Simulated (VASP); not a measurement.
All values below come from PBE GGA with D3 dispersion (Becke-Johnson damping), VASP's PBE PAW potentials (set 64) (plane waves; VASP).

Input for VASP

**KPOINTS**
```
Automatic
0
G
 10 10 10
0 0 0
```

INCAR:
```
SYSTEM = Cs
PREC = Accurate
ENCUT = 520
EDIFF = 1E-7
NELM = 100
ALGO = Normal
LREAL = .FALSE.
LASPH = .TRUE.
ISMEAR = -5
GGA = PE
IVDW = 12
LMAXMIX = 4
LWAVE = .FALSE.
LCHARG = .TRUE.
LORBIT = 11
NEDOS = 601
ISIF = 2
```

File POSCAR:
```
Cs
1.0
 -3.0233569608   3.0233569608   3.0233569608
  3.0233569608  -3.0233569608   3.0233569608
  3.0233569608   3.0233569608  -3.0233569608
Cs
1
Cart
  0.0000000000   0.0000000000   0.0000000000
```

POTCAR, in this order: Cs_sv (PBE.64 set). Program: vasp_std.

Output of the run:

**OUTCAR**
```
 ion  position               nearest neighbor table
   1  0.000  0.000  0.000-
  LATTYP: Found a body centered cubic cell.
 ALAT       =     6.0467139216
 Subroutine PRICEL returns:
 Original cell was already a primitive cell.
 Subroutine GETGRP returns: Found 48 space group operations
The static configuration has the point symmetry O_h .
The dynamic configuration has the point symmetry O_h .
 Subroutine INISYM returns: Found 48 space group operations
 Subroutine IBZKPT returns following result:
 Found     47 irreducible k-points:

 Following reciprocal coordinates:
            Coordinates               Weight
  0.000000  0.000000  0.000000      1.000000
  0.100000  0.000000  0.000000     12.000000
  0.200000  0.000000  0.000000     12.000000
  0.300000  0.000000  0.000000     12.000000
  0.400000  0.000000  0.000000     12.000000
  0.500000  0.000000  0.000000      6.000000
  0.100000  0.100000  0.000000     24.000000
  0.200000  0.100000  0.000000     48.000000
  0.300000  0.100000  0.000000     48.000000
  0.400000  0.100000  0.000000     48.000000
  0.200000  0.200000  0.000000     24.000000
  0.300000  0.200000  0.000000     48.000000
  0.400000  0.200000  0.000000     24.000000
  0.300000  0.300000  0.000000     24.000000
  0.100000  0.100000  0.100000      8.000000
  0.200000  0.100000  0.100000     24.000000
  0.300000  0.100000  0.100000     24.000000
  0.400000  0.100000  0.100000     12.000000
 -0.100000  0.100000  0.100000      6.000000
  0.200000  0.200000  0.100000     24.000000
  0.300000  0.200000  0.100000     48.000000
 -0.200000  0.200000  0.100000     24.000000
  0.300000  0.300000  0.100000      8.000000
 -0.300000  0.300000  0.100000     24.000000
 -0.200000  0.300000  0.100000     24.000000
 -0.400000  0.400000  0.100000     24.000000
 -0.300000  0.400000  0.100000     48.000000
  0.500000  0.500000  0.100000     12.000000
 -0.400000  0.500000  0.100000     48.000000
 -0.300000  0.500000  0.100000     24.000000
 -0.400000 -0.400000  0.100000     24.000000
  0.200000  0.200000  0.200000      8.000000
  0.300000  0.200000  0.200000     12.000000
 -0.200000  0.200000  0.200000      6.000000
 -0.300000  0.300000  0.200000     24.000000
 -0.400000  0.400000  0.200000     24.000000
 -0.300000  0.400000  0.200000     24.000000
  0.500000  0.500000  0.200000     12.000000
 -0.400000  0.500000  0.200000     48.000000
 -0.400000 -0.400000  0.200000      8.000000
   k-points           NKPTS =     47   k-points in BZ     NKDIM =     47   number of bands    NBANDS=      8
   number of dos      NEDOS =    601   number of ions     NIONS =      1
   total plane-waves  NPLWV =  64000
   dimension x,y,z NGX =    40 NGY =   40 NGZ =   40
   dimension x,y,z NGXF=    80 NGYF=   80 NGZF=   80
   ions per type =               1
   PREC   = accura    normal or accurate (medium, high low for compatibility)
   ISTART =      0    job   : 0-new  1-cont  2-samecut
   ICHARG =      2    charge: 1-file 2-atom 10-const
   ISPIN  =      1    spin polarized calculation?
   LNONCOLLINEAR =      F non collinear calculations
   LSORBIT =      F    spin-orbit coupling
   INIWAV =      1    electr: 0-lowe 1-rand  2-diag
   ENCUT  =  520.0 eV  38.22 Ry    6.18 a.u.   9.74  9.74  9.74*2*pi/ulx,y,z
   NELM   =    100;   NELMIN=  2; NELMDL= -5     # of ELM steps
   EDIFF  = 0.1E-06   stopping-criterion for ELM
   LREAL  =      F    real-space projection
   NLSPLINE    = F    spline interpolate recip. space projectors
   LMAXMIX     =    4 max onsite mixed and CHGCAR
   VOSKOWN=      0    Vosko Wilk Nusair interpolation
...
```

**OSZICAR**
```
       N       E                     dE             d eps       ncg     rms          rms(c)
DAV:   1     0.525130304203E+02    0.52513E+02   -0.29758E+03   752   0.787E+02
DAV:   2     0.381812850111E+01   -0.48695E+02   -0.48355E+02  1008   0.123E+02
DAV:   3    -0.790251265580E+00   -0.46084E+01   -0.46082E+01   760   0.460E+01
DAV:   4    -0.847310031290E+00   -0.57059E-01   -0.57054E-01  1408   0.638E+00
DAV:   5    -0.847353686709E+00   -0.43655E-04   -0.43500E-04   944   0.109E-01    0.132E-01
DAV:   6    -0.847595927291E+00   -0.24224E-03   -0.15829E-03  1336   0.232E-01    0.891E-02
DAV:   7    -0.848354606450E+00   -0.75868E-03   -0.35965E-03   912   0.363E-01    0.381E-02
DAV:   8    -0.848463129020E+00   -0.10852E-03   -0.14107E-04  1160   0.954E-02    0.434E-03
DAV:   9    -0.848464363191E+00   -0.12342E-05   -0.31650E-06  1232   0.111E-02    0.284E-03
DAV:  10    -0.848463371016E+00    0.99218E-06   -0.79608E-07  1128   0.551E-03    0.459E-04
DAV:  11    -0.848463519820E+00   -0.14880E-06   -0.18193E-08   912   0.101E-03    0.146E-04
DAV:  12    -0.848463553440E+00   -0.33620E-07   -0.65191E-09   728   0.461E-04
   1 F= -.94087725E+00 E0= -.94087725E+00  d E =0.000000E+00
```

File OUTCAR:
```
------------------------ aborting loop because EDIFF is reached ----------------------------------------
 Edisp (eV)   -0.09241
  FORCE on cell =-STRESS in cart. coord.  units (eV):
  Direction    XX          YY          ZZ          XY          YZ          ZX
  --------------------------------------------------------------------------------------
  Total      -0.01181    -0.01181    -0.01181     0.00000     0.00000     0.00000
  in kB      -0.17112    -0.17112    -0.17112     0.00000     0.00000     0.00000
  external pressure =       -0.17 kB  Pullay stress =        0.00 kB
  volume of cell :      110.54
      direct lattice vectors                 reciprocal lattice vectors
    -3.023356961  3.023356961  3.023356961     0.000000000  0.165379082  0.165379082
     3.023356961 -3.023356961  3.023356961     0.165379082  0.000000000  0.165379082
     3.023356961  3.023356961 -3.023356961     0.165379082  0.165379082  0.000000000
 POSITION                                       TOTAL-FORCE (eV/Angst)
 -----------------------------------------------------------------------------------
      0.00000      0.00000      0.00000         0.000000     -0.000000      0.000000
 -----------------------------------------------------------------------------------
    total drift:                                0.000000      0.000000      0.000000
  FREE ENERGIE OF THE ION-ELECTRON SYSTEM (eV)
  ---------------------------------------------------
  free  energy   TOTEN  =        -0.9408772492 eV

  energy  without entropy=       -0.9408772492  energy(sigma->0) =       -0.94087725

 total charge

# of ion       s       p       d       tot
------------------------------------------
    1        1.855   4.680   0.010   6.545
```
(Selected blocks of OUTCAR.)

For a metal the tetrahedron method with Blöchl corrections gives inexact stress and forces.

The compound is Cs in the bcc structure. It was relaxed first.
